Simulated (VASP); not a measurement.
Wanted: the native input for a VASP 6.6.1 run.

| Quantity | Value |
| --- | --- |
| Task | single point |
| Functional | LDA |
| Potentials or basis | VASP PAW LDA potentials, release 64 (Mg, Pd) |
| Cutoff | 520 eV |
| k mesh | 8 × 8 × 8 |
| Occupations | fermi-dirac, width 0.1 eV |
| Spin | no spin polarisation |
| Dipole correction | no |
| Further INCAR settings | ALGO = Normal; EDIFF = 1e-07; NBANDS = 13 |

The structure of MgPd lies in POSCAR:

```
MgPd
1.0
    3.1600000000      0.0000000000      0.0000000000
    0.0000000000      3.1600000000      0.0000000000
    0.0000000000      0.0000000000      3.1600000000
Mg Pd
1 1
Direct
    0.0000000000      0.0000000000      0.0000000000
    0.5000000000      0.5000000000      0.5000000000
```

These files were run (other wordings do the same):

INCAR

```
PREC = Accurate
ENCUT = 520
EDIFF = 1E-7
ISMEAR = -1
SIGMA = 0.1
LREAL = False
LASPH = True
NELM = 100
ALGO = Normal
ISIF = 2
LWAVE = False
LCHARG = False
NBANDS = 13
```

KPOINTS

```
regular mesh
0
Gamma
  8 8 8
```

Potentials or basis: VASP PAW LDA potentials, release 64 (Mg, Pd).

Run with:

```sh
$ cat potpaw_LDA.64/Mg/POTCAR potpaw_LDA.64/Pd/POTCAR > POTCAR
$ mpirun -np 1 vasp_std > vasp.out
```

Results of the run:

- Pressure: -5.7 GPa
- Band gap on the k mesh: none (metal or under the smearing width)

Run time: 5.9 s on 1 thread of AMD EPYC 9R45 (Zen 5), on a shared host, peak memory 0.1 GiB.
